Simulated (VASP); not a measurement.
# What goes wrong when the gap of LiH is computed with a bad input, part 2 of 2

Some runs for the gap of LiH get a fault in the input on purpose. Which of them show, and how? The starting structure is a measured crystal structure from the Crystallography Open Database. Cell and atoms stay as given unless a step says otherwise.

VASP 6.6.1.

Results so far: reference 2.656 eV; a wide metal-type smearing 2.659 eV.

## Step 5: Bands with a hybrid's name typed into the meta-GGA tag

Level of this step: the functional as typed; plane waves and PAW (Li_sv, H) (VASP).

A slip made on purpose: a hybrid's name typed into the meta-GGA tag. Against step 2 the input has METAGGA = HSE06 and no GGA (also changed: NELM).

The input, INCAR:

```
SYSTEM = LiH
PREC = Accurate
ENCUT = 580
EDIFF = 1E-06
NELM = 60
ISMEAR = 0
SIGMA = 0.03
LREAL = .FALSE.
ALGO = Normal
NBANDS = 14
LORBIT = 11
LWAVE = .FALSE.
LCHARG = .FALSE.
KPAR = 4
LASPH = .TRUE.
METAGGA = HSE06
```

The input, POSCAR:

```
LiH
1.0
    0.0000000000      2.0425000000      2.0425000000
    2.0425000000      0.0000000000      2.0425000000
    2.0425000000      2.0425000000      0.0000000000
Li H
1 1
Direct
    0.0000000000      0.0000000000      0.0000000000
    0.5000000000      0.5000000000      0.5000000000
```

The input, KPOINTS:

```
Automatic mesh
0
Gamma
10 10 10
0 0 0
```

The input, KPOINTS_OPT:

```
Line mode
10
Line-mode
Reciprocal
  0.00000000   0.00000000   0.00000000 GAMMA
  0.50000000   0.00000000   0.50000000 X

  0.50000000   0.00000000   0.50000000 X
  0.50000000   0.25000000   0.75000000 W

  0.50000000   0.25000000   0.75000000 W
  0.37500000   0.37500000   0.75000000 K

  0.37500000   0.37500000   0.75000000 K
  0.00000000   0.00000000   0.00000000 GAMMA

  0.00000000   0.00000000   0.00000000 GAMMA
  0.50000000   0.50000000   0.50000000 L

  0.50000000   0.50000000   0.50000000 L
  0.62500000   0.25000000   0.62500000 U

  0.62500000   0.25000000   0.62500000 U
  0.50000000   0.25000000   0.75000000 W

  0.50000000   0.25000000   0.75000000 W
  0.50000000   0.50000000   0.50000000 L

  0.50000000   0.50000000   0.50000000 L
  0.37500000   0.37500000   0.75000000 K

  0.62500000   0.25000000   0.62500000 U
  0.50000000   0.00000000   0.50000000 X
```

PAW data sets: Li_sv and H (LDA family, release 64).

The run is started by

```console
$ mpirun -np 4 vasp_std
```

What it wrote:

```text
[banner, memory and clock lines left out]
[...]
|                                                                             |
|     EEEEEEE  RRRRRR   RRRRRR   OOOOOOO  RRRRRR      ###     ###     ###     |
|     E        R     R  R     R  O     O  R     R     ###     ###     ###     |
|     E        R     R  R     R  O     O  R     R     ###     ###     ###     |
|     EEEEE    RRRRRR   RRRRRR   O     O  RRRRRR       #       #       #      |
|     E        R   R    R   R    O     O  R   R                               |
|     E        R    R   R    R   O     O  R    R      ###     ###     ###     |
|     EEEEEEE  R     R  R     R  OOOOOOO  R     R     ###     ###     ###     |
|                                                                             |
|     Error: One of the selected functionals does not exist.                  |
|                                                                             |
|       ---->  I REFUSE TO CONTINUE WITH THIS SICK JOB ... BYE!!! <----       |
|                                                                             |

1
1
1
1

[... 1 part as in an earlier step ...]
```

Wall time 3.6 s (4 MPI ranks of Intel Xeon 6975P-C (Granite Rapids), shared host).

VASP stopped with this message: “Error: One of the selected functionals does not exist”.

## Step 6: Bands with too few electronic steps

A slip made on purpose: too few electronic steps. Against step 2 the input has NELM = 4.

The input, INCAR:

```
SYSTEM = LiH
PREC = Accurate
ENCUT = 580
EDIFF = 1E-06
NELM = 4
ISMEAR = 0
SIGMA = 0.03
LREAL = .FALSE.
ALGO = Normal
GGA = CA
NBANDS = 14
LORBIT = 11
LWAVE = .FALSE.
LCHARG = .FALSE.
KPAR = 4
LASPH = .TRUE.
```

POSCAR is that of step 5.

KPOINTS is that of step 5.

KPOINTS_OPT is that of step 5.

The run is started by

```console
$ mpirun -np 4 vasp_std
```

What it wrote:

```text
[... set-up lines as in an earlier step ...]
 entering main loop
       N       E                     dE             d eps       ncg     rms          rms(c)
[... 4 cycles as in an earlier step ...]
 -----------------------------------------------------------------------------
|                                                                             |
|           W    W    AA    RRRRR   N    N  II  N    N   GGGG   !!!           |
|           W    W   A  A   R    R  NN   N  II  NN   N  G    G  !!!           |
|           W    W  A    A  R    R  N N  N  II  N N  N  G       !!!           |
|           W WW W  AAAAAA  RRRRR   N  N N  II  N  N N  G  GGG   !            |
|           WW  WW  A    A  R   R   N   NN  II  N   NN  G    G                |
|           W    W  A    A  R    R  N    N  II  N    N   GGGG   !!!           |
|                                                                             |
|     The electronic self-consistency was not achieved in the given           |
|     number of steps (NELM). The forces and other quantities evaluated       |
|     might not be reliable so examine the results carefully. If you find     |
|     spurious results, we suggest increasing NELM, if you were close to      |
|     convergence or switching to a different ALGO or adjusting the           |
|     density mixing parameters otherwise.                                    |
|                                                                             |
 -----------------------------------------------------------------------------

   1 F= -.67160476E+01 E0= -.67160476E+01  d E =-.106161E-10
 Start KPOINTS_OPT (optional k-point list driver)
k-point batch [1-47\100]
       N       E                     dE             ncg
DAV:   1    -0.392934899697E+04   -0.10695E+05     1316
DAV:   2    -0.428929963126E+04   -0.35995E+03     1802
DAV:   3    -0.429672450093E+04   -0.74249E+01     1624
DAV:   4    -0.429676698879E+04   -0.42488E-01     1544
[...]
k-point batch [95-100\100]
       N       E                     dE             ncg
DAV:   1     0.809350466839E+04   -0.16710E+04      168
DAV:   2     0.803173781726E+04   -0.61767E+02      262
DAV:   3     0.803093992753E+04   -0.79789E+00      250
DAV:   4     0.803093886979E+04   -0.10577E-02      212
```

The job ended after 2 s (4 MPI ranks; peak memory 0.48 GiB).

OUTCAR, selected parts (step 6):

```text
  Total       -0.2717423     -0.2717423     -0.2717423      0.0000000     -0.0000000     -0.0000000
  in kB      -25.5476855    -25.5476855    -25.5476855      0.0000000     -0.0000000     -0.0000000
  external PRESSURE =     -25.5476855 kB  Pullay stress =       0.0000000 kB

 POSITION                                       TOTAL-FORCE (eV/Angst)
 -----------------------------------------------------------------------------------
      0.00000      0.00000      0.00000         0.000000     -0.000000      0.000000
      2.04250      2.04250      2.04250        -0.000000      0.000000     -0.000000
 -----------------------------------------------------------------------------------
    total drift:                                0.000000     -0.000000     -0.000000

  FREE ENERGIE OF THE ION-ELECTRON SYSTEM (eV)
  ---------------------------------------------------
  free  energy   TOTEN  =        -6.7160475609 eV

  energy  without entropy=       -6.7160475609  energy(sigma->0) =       -6.71604756

[... 2 parts as in an earlier step ...]

[... 1 further part left out ...]
[key lines of the parts left out:]
E-fermi :  -0.9813
```

The electronic loop didn't reach EDIFF within its 4 cycles (NELM).

## Step 7: Comparison

| run | ended | gap (eV) | change (eV) | core minutes |
| --- | --- | --- | --- | --- |
| reference | converged | 2.656 | - | 0.187 |
| a wide metal-type smearing | converged | 2.659 | 0.004 | 0.187 |
| a fixed density without a density file | stopped by VASP | - | - | 0.307 |
| a hybrid's name typed into the meta-GGA tag | stopped by VASP | - | - | 0.24 |
| too few electronic steps | not converged | - | - | 0.133 |

Core minutes are wall time times ranks of the run shown, on a shared host.

## Step 8: What came out

```yaml
reference_gap: 2.656 eV
gap_with_a_wide_metal_type_smearing: 2.659 eV
run_with_a_fixed_density_without_a_density_file: stopped by VASP
run_with_a_hybrid_s_name_typed_into_the_meta_gga_tag: stopped by VASP
run_with_too_few_electronic_steps: not converged
```

What this shows: VASP stopped by itself in the runs with a fixed density without a density file and a hybrid's name typed into the meta-GGA tag. The run with too few electronic steps didn't converge. Finished, but with signs in the output that stand out against the reference: a wide metal-type smearing, with the gap changed by less than 0.01 eV (signs: a large entropy term in the energy). Further runs on this material are not shown.

[Lines on the potential files, build, host, timing and source positions are cut from VASP's logs without a mark.]

[Logs are printed without paths, hosts, clocks, repeated set-up lines and the standing remarks that a program may print on its own settings, such as how far it seeks lower states.]

[Hosts, paths, dates, database ids (printed as entryN), source tags and the programs' standing remarks are cut or masked in the printed files.]
